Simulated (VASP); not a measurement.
Method: HSE06 screened hybrid, VASP's PBE PAW potentials (set 64) (plane waves; VASP 6.6.1).

VASP ran on this input.

KPOINTS:
```
Automatic
0
gamma
 1 1 1
```

INCAR:
```
SYSTEM = In31SnP32
PREC = Normal; ENCUT = 400; LREAL = Auto
LASPH = .True.; ISYM = 0; NELECT = 258.0
EDIFF = 1E-5; NELM = 50; NELMIN = 4
ALGO = Normal; LMAXMIX = 4
ISMEAR = 0; SIGMA = 0.05
GGA = PE; LHFCALC = .True.; AEXX = 0.25
HFSCREEN = 0.2; PRECFOCK = Fast
ISIF = 0
LWAVE = .False.; LCHARG = .False.
```

File POSCAR:
```
In31SnP32
11.9995220
  0.9999999778   0.0000000000   0.0000000000
  0.0000000000   0.9999999778   0.0000000000
  0.0000000000   0.0000000000   0.9999999778
In P Sn
31 32 1
Cart
  0.4999434392   0.0002136397   0.0003498738
  0.7503745692   0.2495397735   0.0007857472
  0.7505099731   0.0005316683   0.2497831894
  0.9999821012   0.0000090450   0.0000030938
  0.2497257185   0.2493821307   0.9997878577
  0.4999519040   0.4999585182   0.0002161491
  0.7503740066   0.7503670431   0.9994193569
  0.2496318780   0.9998288206   0.2496689705
  0.4983228906   0.2494133413   0.2496144462
  0.7504902080   0.5019541515   0.2496059638
  0.5001072516   0.0001267721   0.5000580145
  0.7506035818   0.2494808544   0.5019724762
  0.7503165621   0.9996156756   0.7504490330
  0.9997757177   0.4998863388   0.0004230982
  0.2496144125   0.7505444564   0.0008501378
  0.9994501640   0.2495484459   0.2496230354
  0.2494689958   0.4982190810   0.2494267158
  0.5019661639   0.7506417927   0.2495818217
  0.9996791818   0.0000382436   0.4999219195
  0.2492915609   0.2493638001   0.4983970611
  0.7506326314   0.7506095710   0.4983583575
  0.2496448014   0.0005169270   0.7504828284
  0.5018120558   0.2493458573   0.7508021112
  0.7507374343   0.4981006663   0.7508446454
  0.0005909898   0.7505836360   0.2498237047
  0.0001355857   0.5000677560   0.4999882754
  0.2493757549   0.7509186647   0.5018411935
  0.0006380036   0.2495813903   0.7505199636
  0.2491014378   0.5018814853   0.7508840214
  0.4980968345   0.7507791124   0.7508675502
  0.9994172318   0.7505201488   0.7502760318
  0.6248918777   0.1255037317   0.1258382066
  0.8742716713   0.3751854310   0.1259202145
  0.8744195016   0.1257539939   0.3752265006
  0.1249045471   0.1249478740   0.1250052933
  0.3750096285   0.3747742252   0.1245246397
  0.6252245168   0.6252934495   0.1243290378
  0.8750928107   0.8750465283   0.1249654362
  0.3749948663   0.1245193014   0.3751404530
  0.6236754574   0.3764061704   0.3764502459
  0.8757392552   0.6253408196   0.3749758913
  0.6251755040   0.1243752884   0.6252420973
  0.8758482658   0.3748786288   0.6253649149
  0.8750116811   0.1249733098   0.8751893918
  0.1254524895   0.6248758278   0.1257974302
  0.3751987770   0.8746136055   0.1258907760
  0.1244128762   0.3747926216   0.3748480149
  0.3762227931   0.6237920615   0.3763368782
  0.6253391516   0.8757495540   0.3750368580
  0.1255172655   0.1253577289   0.6248071699
  0.3761218726   0.3763454979   0.6240233779
  0.6237052065   0.6237402286   0.6239920237
  0.8742983580   0.8746165126   0.6248866416
  0.3751243357   0.1256221111   0.8746521888
  0.6251909394   0.3747390350   0.8758756951
  0.8745766031   0.6248603530   0.8744322928
  0.1256692542   0.8748377248   0.3751857421
  0.1242805009   0.6254305274   0.6252145251
  0.3749111006   0.8758353868   0.6252416161
  0.1256398758   0.3750468315   0.8749790421
  0.3746691219   0.6251799764   0.8759071199
  0.6247603123   0.8746425258   0.8745789494
  0.1249573838   0.8750549033   0.8751296291
  0.4997804250   0.5000597605   0.5002893956
```

POTCAR, in this order: In P Sn (PBE.64 set). Program: vasp_gam. Read from the step before: WAVECAR.

Output

**OUTCAR**
```
 ion  position               nearest neighbor table
   1  0.500  0.000  0.000-  32 2.60  46 2.60  54 2.60  62 2.61
   2  0.750  0.250  0.001-  32 2.60  33 2.60  44 2.60  55 2.60
   3  0.751  0.001  0.250-  32 2.59  34 2.60  38 2.60  49 2.60
   4  1.000  0.000  0.000-  44 2.60  63 2.60  38 2.60  35 2.60
   5  0.250  0.249  1.000-  54 2.59  35 2.59  60 2.59  36 2.60
   6  0.500  0.500  0.000-  36 2.59  37 2.60  55 2.60  61 2.60
   7  0.750  0.750  0.999-  56 2.60  62 2.60  38 2.60  37 2.60
   8  0.250  1.000  0.250-  57 2.59  35 2.59  46 2.59  39 2.60
   9  0.498  0.249  0.250-  39 2.59  36 2.59  32 2.59  40 2.63
  10  0.750  0.502  0.250-  37 2.59  41 2.59  33 2.59  40 2.63
  11  0.500  0.000  0.500-  39 2.59  42 2.59  49 2.60  59 2.60
  12  0.751  0.249  0.502-  42 2.59  43 2.59  34 2.59  40 2.63
  13  0.750  1.000  0.750-  53 2.59  62 2.60  44 2.60  42 2.60
  14  1.000  0.500  0.000-  33 2.60  45 2.61  60 2.61  56 2.61
  15  0.250  0.751  0.001-  46 2.60  45 2.60  63 2.60  61 2.60
  16  0.999  0.250  0.250-  34 2.59  33 2.59  35 2.60  47 2.60
  17  0.249  0.498  0.249-  36 2.59  47 2.59  45 2.59  48 2.63
  18  0.502  0.751  0.250-  37 2.59  49 2.59  46 2.59  48 2.63
  19  1.000  0.000  0.500-  34 2.60  53 2.60  57 2.60  50 2.61
  20  0.249  0.249  0.498-  39 2.59  47 2.59  50 2.59  51 2.63
  21  0.751  0.751  0.498-  49 2.59  41 2.59  53 2.59  52 2.63
  22  0.250  0.001  0.750-  50 2.60  54 2.60  63 2.60  59 2.60
  23  0.502  0.249  0.751-  55 2.59  42 2.59  54 2.59  51 2.63
  24  0.751  0.498  0.751-  43 2.59  55 2.59  56 2.59  52 2.63
...
```

### OSZICAR
```
       N       E                     dE             d eps       ncg     rms          rms(c)
DAV:   1    -0.312600625454E+03   -0.31260E+03   -0.14779E+01   324   0.711E+00    0.122E+01
DAV:   2    -0.312744902304E+03   -0.14428E+00   -0.67472E-01   398   0.132E+00    0.837E+00
DAV:   3    -0.312711588497E+03    0.33314E-01   -0.24086E-02   376   0.273E-01    0.489E+00
DAV:   4    -0.312695722877E+03    0.15866E-01   -0.92487E-03   358   0.147E-01    0.271E+00
DAV:   5    -0.312690192268E+03    0.55306E-02   -0.35831E-03   358   0.853E-02    0.144E+00
DAV:   6    -0.312688177756E+03    0.20145E-02   -0.84036E-04   366   0.450E-02    0.767E-01
DAV:   7    -0.312687428325E+03    0.74943E-03   -0.26603E-04   358   0.274E-02    0.402E-01
DAV:   8    -0.312687164914E+03    0.26341E-03   -0.10097E-04   360   0.176E-02    0.205E-01
DAV:   9    -0.312687077341E+03    0.87573E-04   -0.35059E-05   264   0.107E-02    0.105E-01
DAV:  10    -0.312687050557E+03    0.26785E-04   -0.16034E-05   232   0.786E-03    0.502E-02
DAV:  11    -0.312687043828E+03    0.67282E-05   -0.71147E-06   216   0.501E-03
   1 F= -.31268704E+03 E0= -.31268704E+03  d E =-.343524E-14
```

OUTCAR:
```
------------------------ aborting loop because EDIFF is reached ----------------------------------------
  volume of cell :     1727.79
      direct lattice vectors                 reciprocal lattice vectors
    11.999521734  0.000000000  0.000000000     0.083336655  0.000000000  0.000000000
     0.000000000 11.999521734  0.000000000     0.000000000  0.083336655  0.000000000
     0.000000000  0.000000000 11.999521734     0.000000000  0.000000000  0.083336655
  FREE ENERGIE OF THE ION-ELECTRON SYSTEM (eV)
  ---------------------------------------------------
  free  energy   TOTEN  =      -312.6870438284 eV

  energy  without entropy=     -312.6870438284  energy(sigma->0) =     -312.68704383

  exchange ACFDT corr.  =         0.00000000  see jH, gK, PRB 81, 115126
```
(Selected blocks of OUTCAR.)

The cell is charged, with a uniform compensating background. The supercell is sampled at Γ alone, which is coarse: total energies, pressure and levels can be off, energies of defects by several tenths of an eV.

The cell is a supercell with a defect, built from InP (zinc blende): Sn_In, charge -1. The cell's shape comes from a PBE relaxation. The run is not spin-polarised, so no state with unpaired spins was tried.
